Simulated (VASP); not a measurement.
Method: optB88-vdW, VASP's PBE PAW potentials (set 64) (plane waves; VASP).

The input files of a VASP run:

KPOINTS:
```
Regular mesh
0
gamma
  14 14 8
```

**INCAR**
```
LUSE_VDW = .TRUE.
EDIFFG = -0.01   # ionic stop
ISMEAR = 1
LMAXMIX = 6   # l cut-off of mixed one-centre charges
LWAVE = .FALSE.
LCHARG = .FALSE.
ENCUT = 520   # plane-wave cut-off (eV)
GGA = BO
AGGAC = 0.0
ALGO = Normal
PREC = Accurate
PARAM2 = 0.22
SYSTEM = Re
LASPH = .TRUE.   # aspherical one-centre terms
IBRION = 2   # conjugate gradients
NSW = 60   # most ionic steps
PARAM1 = 0.1833333333
EDIFF = 1E-6   # SCF stop (eV)
LREAL = .FALSE.   # projection in real space or not
NELM = 100   # most electronic steps
ISIF = 3
SIGMA = 0.1   # width (eV)
```

### POSCAR
```
Re
1.0
  1.3800000000  -2.3902300000   0.0000000000
  1.3800000000   2.3902300000   0.0000000000
  0.0000000000   0.0000000000   4.4600000000
Re
2
Cart
  1.3800000000   0.7967449268   1.1150000000
  1.3800000000  -0.7967449268   3.3450000000
```

POTCAR, in this order: Re (PBE.64 set). Program: vasp_std.

Output of the run:

OUTCAR:
```
 ion  position               nearest neighbor table
   1  0.333  0.667  0.250-   2 2.74   2 2.74   2 2.74   2 2.74   2 2.74   2 2.74
   2  0.667  0.333  0.750-   1 2.74   1 2.74   1 2.74   1 2.74   1 2.74   1 2.74
  LATTYP: Found a hexagonal cell.
 ALAT       =     2.7599999009
 C/A-ratio  =     1.6159420870
 Subroutine PRICEL returns:
 Original cell was already a primitive cell.
 Subroutine GETGRP returns: Found 24 space group operations
The static configuration has the point symmetry D_3d.
 The point group associated with its full space group is D_6h.
The dynamic configuration has the point symmetry D_3d.
 Subroutine INISYM returns: Found 24 space group operations
 Subroutine IBZKPT returns following result:
 Found    120 irreducible k-points:

 Following reciprocal coordinates:
            Coordinates               Weight
  0.000000  0.000000  0.000000      1.000000
  0.071429  0.000000  0.000000      6.000000
  0.142857 -0.000000  0.000000      6.000000
  0.214286  0.000000  0.000000      6.000000
  0.285714 -0.000000  0.000000      6.000000
  0.357143 -0.000000  0.000000      6.000000
  0.428571  0.000000  0.000000      6.000000
  0.500000 -0.000000  0.000000      3.000000
  0.071429  0.071429  0.000000      6.000000
  0.142857  0.071429  0.000000     12.000000
  0.214286  0.071429  0.000000     12.000000
  0.285714  0.071429  0.000000     12.000000
  0.357143  0.071429  0.000000     12.000000
  0.428571  0.071429  0.000000     12.000000
  0.142857  0.142857  0.000000      6.000000
  0.214286  0.142857  0.000000     12.000000
  0.285714  0.142857  0.000000     12.000000
  0.357143  0.142857  0.000000     12.000000
  0.428571  0.142857  0.000000      6.000000
  0.214286  0.214286  0.000000      6.000000
  0.285714  0.214286  0.000000     12.000000
  0.357143  0.214286  0.000000     12.000000
...
```

File OSZICAR:
```
       N       E                     dE             d eps       ncg     rms          rms(c)
DAV:   1     0.348619905552E+02    0.34862E+02   -0.70269E+03  4720   0.158E+03
DAV:   2    -0.135669037027E+02   -0.48429E+02   -0.41105E+02  4090   0.313E+02
DAV:   3    -0.203426713209E+02   -0.67758E+01   -0.54870E+01  4433   0.267E+02
DAV:   4    -0.207179172649E+02   -0.37525E+00   -0.32989E+00  4929   0.275E+01
DAV:   5    -0.207302669315E+02   -0.12350E-01   -0.11957E-01  4572   0.348E+00    0.452E+01
DAV:   6    -0.198007041773E+02    0.92956E+00   -0.90617E-01  4921   0.307E+01    0.189E+01
DAV:   7    -0.194851524211E+02    0.31555E+00   -0.64934E-01  5098   0.244E+01    0.468E-01
DAV:   8    -0.194737187958E+02    0.11434E-01   -0.91439E-03  5211   0.135E+00    0.304E-01
DAV:   9    -0.194730213441E+02    0.69745E-03   -0.53918E-04  4643   0.210E-01    0.339E-02
DAV:  10    -0.194730498183E+02   -0.28474E-04   -0.42494E-05  4330   0.756E-02    0.115E-02
DAV:  11    -0.194730470764E+02    0.27419E-05   -0.26463E-07  2421   0.197E-02    0.423E-03
DAV:  12    -0.194730464914E+02    0.58498E-06   -0.19789E-07  2330   0.148E-02
   1 F= -.19473046E+02 E0= -.19473188E+02  d E =-.194730E+02
       N       E                     dE             d eps       ncg     rms          rms(c)
DAV:   1    -0.196035266630E+02   -0.13048E+00   -0.30255E+01  3488   0.304E+02    0.166E+01
DAV:   2    -0.193191742487E+02    0.28435E+00   -0.45794E-01  4215   0.232E+01    0.589E+00
DAV:   3    -0.192508219866E+02    0.68352E-01   -0.20201E-01  4565   0.152E+01    0.846E-01
DAV:   4    -0.192521331336E+02   -0.13111E-02   -0.35265E-03  4784   0.567E-01    0.763E-02
DAV:   5    -0.192523115040E+02   -0.17837E-03   -0.14964E-03  5088   0.114E+00    0.546E-02
DAV:   6    -0.192523417179E+02   -0.30214E-04   -0.25314E-05  4882   0.143E-01    0.763E-03
DAV:   7    -0.192523413851E+02    0.33279E-06   -0.10370E-06  2202   0.653E-02
   2 F= -.19252341E+02 E0= -.19252656E+02  d E =0.220705E+00
       N       E                     dE             d eps       ncg     rms          rms(c)
DAV:   1    -0.196867089957E+02   -0.43437E+00   -0.32376E+01  2640   0.377E+02    0.155E+01
DAV:   2    -0.195450745634E+02    0.14163E+00   -0.33142E-01  4589   0.186E+01    0.462E+00
DAV:   3    -0.194898756305E+02    0.55199E-01   -0.11859E-01  4362   0.123E+01    0.107E+00
DAV:   4    -0.194889197052E+02    0.95593E-03   -0.42293E-03  5093   0.171E+00    0.522E-01
DAV:   5    -0.194888826193E+02    0.37086E-04   -0.18767E-03  5019   0.142E+00    0.766E-02
DAV:   6    -0.194889082673E+02   -0.25648E-04   -0.33429E-05  5064   0.196E-01    0.105E-02
DAV:   7    -0.194889078257E+02    0.44162E-06   -0.62036E-07  2122   0.531E-02
   3 F= -.19488908E+02 E0= -.19489127E+02  d E =-.158613E-01
       N       E                     dE             d eps       ncg     rms          rms(c)
DAV:   1    -0.194889440155E+02   -0.35748E-04   -0.22695E-03  2724   0.297E+00    0.148E-01
DAV:   2    -0.194889328739E+02    0.11142E-04   -0.28782E-05  4364   0.196E-01    0.500E-02
DAV:   3    -0.194889289500E+02    0.39239E-05   -0.91764E-06  3209   0.118E-01    0.100E-02
DAV:   4    -0.194889291896E+02   -0.23963E-06   -0.20855E-06  2285   0.162E-02
   4 F= -.19488929E+02 E0= -.19489146E+02  d E =-.158827E-01
```

File OUTCAR:
```
------------------------ aborting loop because EDIFF is reached ----------------------------------------
  FORCE on cell =-STRESS in cart. coord.  units (eV):
  Direction    XX          YY          ZZ          XY          YZ          ZX
  --------------------------------------------------------------------------------------
  Total        0.0009288      0.0009288      0.0072599      0.0000000      0.0000000      0.0000000
  in kB        0.0495134      0.0495133      0.3870171      0.0000000      0.0000000      0.0000000
  external PRESSURE =       0.1620146 kB  Pullay stress =       0.0000000 kB
  volume of cell :       30.05
      direct lattice vectors                 reciprocal lattice vectors
     1.389745239 -2.407109247 -0.000000000     0.359778171 -0.207718034  0.000000000
     1.389745239  2.407109247  0.000000000     0.359778171  0.207718034 -0.000000000
     0.000000000  0.000000000  4.492098292     0.000000000 -0.000000000  0.222613116
 POSITION                                       TOTAL-FORCE (eV/Angst)
 -----------------------------------------------------------------------------------
      1.38975      0.80237      1.12302         0.000000     -0.000000      0.000000
      1.38975     -0.80237      3.36907        -0.000000      0.000000      0.000000
 -----------------------------------------------------------------------------------
    total drift:                               -0.000000      0.000012     -0.000017
  FREE ENERGIE OF THE ION-ELECTRON SYSTEM (eV)
  ---------------------------------------------------
  free  energy   TOTEN  =       -19.4889291896 eV

  energy  without entropy=      -19.4895809441  energy(sigma->0) =      -19.48914644

 reached required accuracy - stopping structural energy minimisation
```
(Selected blocks of OUTCAR.)

File CONTCAR:
```
Re
   1.00000000000000
     1.3897452391164518   -2.4071092468570492   -0.0000000000000000
     1.3897452391164518    2.4071092468570492    0.0000000000000000
     0.0000000000000000    0.0000000000000000    4.4920982923404926
  Re
     2
Direct
     0.3333330000000032    0.6666669999999968    0.2500000000000000
     0.6666669999999968    0.3333330000000032    0.7500000000000000
```

Energy and stress use the plane-wave basis of the starting cell.

The compound is Re in the hcp structure. This run relaxes it. Symmetry was kept, so distortions that lower it aren't found.
